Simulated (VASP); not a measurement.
Consider the following.

```
CELL_PARAMETERS angstrom
     -1.60651     1.60651     1.60651
      1.60651    -1.60651     1.60651
      1.60651     1.60651    -1.60651
ATOMIC_POSITIONS crystal
  Ta 0.00000 0.00000 0.00000
```

These are AM05 GGA, VASP's PBE PAW potentials (set 64) (plane waves; VASP) values and carry that method's errors. Run with 520 eV cut-off, 16×16×16 Γ-centred mesh, first-order Methfessel-Paxton smearing of 0.10 eV, potentials Ta_pv.

### Question
The job: Ta (bcc), 1 atom, AM05, static run, 520 eV, 16×16×16 Γ-centred mesh. Roughly how much core time does it take on a busy server core?

### Answer
About 10 core-seconds (one run on a shared machine, a rough figure). It had 145 irreducible k-points, 9 bands, up to 466 plane waves and 12 electronic steps.

The compound is Ta in the bcc structure. This cell is one point of a volume scan, at 0.94 of the reference volume.
